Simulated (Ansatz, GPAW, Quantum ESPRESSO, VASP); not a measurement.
# One structure in several programs: MgTe (F-43m, 2 atoms in the cell)

Self-consistent single point.

```
MgTe
1.0
    0.00000     3.21000     3.21000
    3.21000     0.00000     3.21000
    3.21000     3.21000     0.00000
Mg Te
1 1
Direct
  0.00000   0.00000   0.00000
  0.25000   0.25000   0.25000
```

Shared settings, as Ansatz (a first-principles code) writes them: kpoints.mp_grid.grid = 7 7 7; scf.occupations.method = fermi_dirac; scf.occupations.width = 0.05 eV. Potentials and cutoffs stand in the table.

```tsv
code	model	pressure (GPa)	gap on the mesh (eV)	cutoff
GPAW	LDA (Perdew-Wang 92), GPAW PAW datasets LDA (gpaw-data 1.0.1)	-0.92	2.286	800 eV
Quantum ESPRESSO	LDA (PZ), GBRV 1.5 ultrasoft (LDA) pseudopotentials	-0.87	2.278	40 Ry
VASP	LDA (PZ), VASP's LDA PAW potentials (set 64)	–	2.296	300 eV
Ansatz	LDA (PW92), default PAW files made with PBE	-0.91	2.273	default
```

A dash marks a value that a program does not give, or that is left out as unsure.

Gaps are read on the mesh.

On Ansatz's run: spin-orbit coupling is off.

The spread over the programs that give each value: pressure within 0.05 GPa; gap on the mesh within 0.023 eV.

Ansatz's pressure is given at a fixed set of plane waves, as the other plane-wave codes print theirs. The same LDA comes in different parametrisations, which differ slightly.

VASP's run is marked for a possible Pulay error in its stress at this cutoff; no cutoff test was made.

The starting cell has typed, rounded lattice constants, without a prior relaxation at this level.

Left out of this page: ABINIT, CP2K, Elk, FLEUR and SIESTA (not drawn, or without a comparable value).

Keys are those of Ansatz 0.2.
